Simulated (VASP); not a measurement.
Input of a VASP 6.6.1 run:

The input INCAR:

```
SYSTEM = VAu
ALGO = Normal ; EDIFF = 1E-6
ENCUT = 520 ; GGA = PE
ISIF = 2 ; ISMEAR = 0
ISPIN = 2 ; LASPH = .True.
LCHARG = .False. ; LMAXMIX = 4
LORBIT = 11 ; LREAL = .False.
LWAVE = .False. ; MAGMOM = 2 0
NBANDS = 23 ; NELM = 150
PREC = Accurate ; SIGMA = 0.1
```

Contents of KPOINTS:

```
k-points
0
Gamma
  9 9 9
  0 0 0
```

The input POSCAR:

```
VAu
1.0
    1.4104010158      0.8142954061      4.6110877943
   -1.4104010158      0.8142954061      4.6110877943
    0.0000000000     -1.6285908123      4.6110877943
V Au
1 1
Direct
    0.5000000000      0.5000000000      0.5000000000
    0.0000000000      0.0000000000      0.0000000000
```

Potentials or basis: VASP PAW PBE potentials, release 64 (V_sv, Au).

Run with:

```console
$ cat potpaw_PBE.64/V_sv/POTCAR potpaw_PBE.64/Au/POTCAR > POTCAR
$ mpirun -np 1 vasp_std > vasp.out
```

Question: What does it give for the site moments?

Answer: V +0.18; Au +0.01 μB.

Question: Predict the band gap on the k mesh.

Answer: None (metal or under the smearing width).

Stress tensor (GPa, compression positive):
```
-2.51  0.00  0.00
 0.00 -2.51  0.00
 0.00  0.00  0.03
```

The run has no spin-orbit coupling, so splittings on Au are missing.
